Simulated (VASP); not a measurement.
**Au2Ir2 (ordered alloy cell): computed properties**

Method: PBEsol GGA, VASP's PBE PAW potentials (set 64) (plane waves; VASP 6.6.1).

```json
{
  "space_group": "R-3m (166)",
  "cell": "a = b = 2.796 Å, c = 13.640 Å, α = β = 90.00°, γ = 120.00°",
  "volume_per_atom": "15.39 Å^3/atom",
  "band gap (on the k-mesh)": "none (metal, semimetal or under 0.01 eV)",
  "density": "21.00 g/cm³"
}
```

```
AuIr
1.0
    0.01081     3.94314     3.94255
    3.95394     0.00001     3.95336
    1.97697     1.97697     0.00000
Ir Au
2 2
Direct
  0.00000   0.00000   0.00000
  0.00000   0.50000   0.00000
  0.50000   0.00000   0.00000
  0.50000   0.50000   0.00000
```

Unless said otherwise, spin-orbit coupling is left out, though it shifts the bands of the heavy elements here.

The structure was generated: Au2Ir2 was put into an ordered model structure (R-3m), which need not be its known phase. It was relaxed first. Symmetry was kept, so distortions that lower it aren't found.
